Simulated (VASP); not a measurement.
Runs of VASP 6.6.1 on RbCo3Ag. It takes space group Pm-3m (No. 221, cubic). The conventional cell has a = 4.280 Å, b = 4.280 Å, c = 4.280 Å, α = 90.00°, β = 90.00°, γ = 90.00°. Around Rb (site symmetry m-3m) lie 12 Co at 3.03 Å. Around Co (site symmetry 4/mmm) lie 2 Ag at 2.14 Å. Ag (site symmetry m-3m) has 6 Co at 2.14 Å as nearest neighbours. The cell was built by a generator and needn't be a form met in nature.

```tsv
task	level	potentials or basis	spin	U	fixed moment (μB)	cell	cutoff (eV)	smearing	LDAUTYPE	hund's J	other keys	gap on the mesh (eV)	pressure (GPa)	moment (μB)	relaxed volume (Å³/atom)
single point	PBE	VASP PAW PBE potentials, release 64 (Rb_sv, Co, Ag)	collinear, ferromagnetic start	-	-	as given	520	fermi-dirac 0.05 eV	-	-	-	none	45.0	4.49	-
relaxation of cell and atoms	PBE	VASP PAW PBE potentials, release 64 (Rb_sv, Co, Ag)	collinear, ferromagnetic start	-	-	relaxed	600	methfessel-paxton 0.2 eV	-	-	-	none	0.0	6.21	(a)
optical spectrum	PBE+TS+U	VASP PAW PBE potentials, release 64 (Rb_sv, Co, Ag)	collinear, antiferromagnetic start	Ag d U = 3.5 eV, J = 0.5 eV, Co d U = 6.2 eV, J = 0.5 eV	3	as given	520	fermi-dirac 0.2 eV	2	0.5	NELMDL = -12; ISMEAR = -1; SIGMA = 0.2	-	41.0	3.00	-
relaxation of cell and atoms	LDA	VASP PAW LDA potentials, release 64 (Rb_sv, Co, Ag)	collinear, ferromagnetic start	-	-	relaxed	600	methfessel-paxton 0.2 eV	-	-	-	none	0.0	5.64	21.03
```

Alike in all rows: k mesh 6 × 6 × 6.

Q: Estimate the missing entries.

A: (a) 24.29.

Caveats: a pressure of tens of GPa on the cell as given is suspect, and the run, the potentials or the cell itself is likely at fault (some runs); the volume moved by over 15 % at a fixed basis, so the end points are rough (some runs); spectra need much finer meshes, so this one isn't converged (some runs); independent-particle spectra lack excitons (some runs); the total moment is fixed, so each spin has its own Fermi level (some runs); the U is typed as a test and isn't derived for this compound (some runs).

A k mesh can miss the band edges, and the runs leave out spin-orbit coupling on Ag, Rb.

A gap of «none» marks a metal or a gap under the smearing width.
